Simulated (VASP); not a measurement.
CeO₂ (fluorite): the LDA highest Γ mode (no LO-TO splitting) against the volume, with the cell scaled uniformly; LDA's own equilibrium is at 12.846 Å³/atom. VASP (PAW), 520 eV cut-off, 9×9×9 Γ-centred mesh, Gaussian smearing of 0.010 eV, potentials Ce O.  Fit ln ω as a straight line in ln V.

```tsv
V (Å³/atom)	ln(ω/cm⁻¹)
11.689	6.2319
12.075	6.1879
12.46	6.1430
12.846	6.0951
13.231	6.0470
13.616	6.0020
```

Problem. Fit the rows as the text says and predict the value at 11.304.

Solution. The slope is -1.52, a mode Grüneisen parameter of 1.52. The line misses the rows by up to 0.0040 and gives 6.2867 at 11.304. The run gave 6.2795, -0.0072 from the line.

Left out are failed runs and those whose mesh is unfit for this quantity.

The compound is CeO2 in the fluorite structure. The run is not spin-polarised, so no magnetic state was tried.
